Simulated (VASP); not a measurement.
```yaml
crystal:
  lattice:
    - [0.00000, 2.85454, 2.85454]
    - [2.85454, 0.00000, 2.85454]
    - [2.85454, 2.85454, 0.00000]
  atoms:
    - { symbol: Al, position: [0.00000, 0.00000, 0.00000] }
    - { symbol: As, position: [0.25000, 0.25000, 0.25000] }
```

Level of theory: optB86b-vdW, VASP's PBE PAW potentials (set 64) (plane waves; VASP). Settings: 520 eV cut-off, 9×9×9 Γ-centred mesh, tetrahedra with Blöchl corrections, potentials Al As.

Question: Estimate the energy per atom (σ→0).

Answer: 
The energy per atom (σ→0) comes out as -3.359 eV/atom.

The compound is AlAs in the zinc blende structure. It was relaxed first.
